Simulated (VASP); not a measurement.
Given:

```
CELL_PARAMETERS angstrom
      3.56709     0.00000     0.00000
      0.00000     3.56709     0.00000
      0.00000     0.00000     3.56709
ATOMIC_POSITIONS crystal
  Al 0.00000 0.00000 0.00000
  Ni 0.00000 0.50000 0.50000
  Ni 0.50000 0.00000 0.50000
  Ni 0.50000 0.50000 0.00000
```
Starting moments (μB, in the order of the record's atoms Al Ni Ni Ni): 0.0 0.3 0.3 0.3.

Level of theory: PBE GGA, VASP's PBE PAW potentials (set 64) (plane waves; VASP). Run with 520 eV cut-off, 10×10×10 Γ-centred mesh, tetrahedra with Blöchl corrections, potentials Al Ni.

Tabulate the total density of states (states/eV per cell) against energy (eV; zero at the valence-band maximum or, without a gap, the Fermi level).

(E (eV), DOS (states/eV)): (-9.91, 0.01); (-9.58, 0.15); (-9.25, 0.24); (-8.93, 0.31); (-8.49, 0.38); (-8.16, 0.45); (-7.83, 0.54); (-7.50, 0.67); (-7.17, 0.67); (-6.84, 0.63); (-6.51, 0.61); (-6.18, 0.76); (-5.74, 1.00); (-5.41, 0.66); (-5.08, 1.06); (-4.76, 1.54); (-4.43, 1.96); (-4.10, 2.71); (-3.77, 2.91); (-3.44, 2.47); (-3.00, 9.39); (-2.67, 6.15); (-2.34, 7.80); (-2.01, 7.57); (-1.68, 6.88); (-1.35, 6.68); (-1.03, 14.8); (-0.70, 10.4); (-0.26, 5.96); (0.07, 3.83); (0.40, 0.84); (0.73, 0.71); (1.06, 1.61); (1.39, 1.91); (1.72, 1.50); (2.05, 1.31); (2.48, 1.01); (2.81, 0.88); (3.14, 0.78); (3.47, 0.70)
Within 2 eV below the Fermi level the largest weight inside VASP's projection spheres is Ni d.

The compound is Ni3Al in the L1_2 structure. It was relaxed first.
